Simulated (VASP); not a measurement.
Data:

```yaml
crystal:
  lattice:
    - [-2.78744, 2.78744, 2.78744]
    - [2.78744, -2.78744, 2.78744]
    - [2.78744, 2.78744, -2.78744]
  atoms:
    - { symbol: Rb, position: [0.00000, 0.00000, 0.00000] }
```

Calculation: PBEsol GGA, VASP's PBE PAW potentials (set 64) (plane waves; VASP). Run with 400 eV cut-off, Gaussian smearing of 0.050 eV, potentials Rb_sv.

Problem. Give the energies of bands 5 to 7 at the high-symmetry points, in eV from the Fermi level.

Solution. 
| band | Γ | H | N | P |
|---|---|---|---|---|
| 5 | -2.06 | 1.21 | 0.20 | 1.29 |
| 6 | 3.70 | 1.21 | 0.79 | 1.29 |
| 7 | 3.70 | 3.35 | 2.57 | 1.29 |

It has no gap at this level: it comes out as a metal or semimetal.

The compound is Rb in the bcc structure. It was relaxed first.
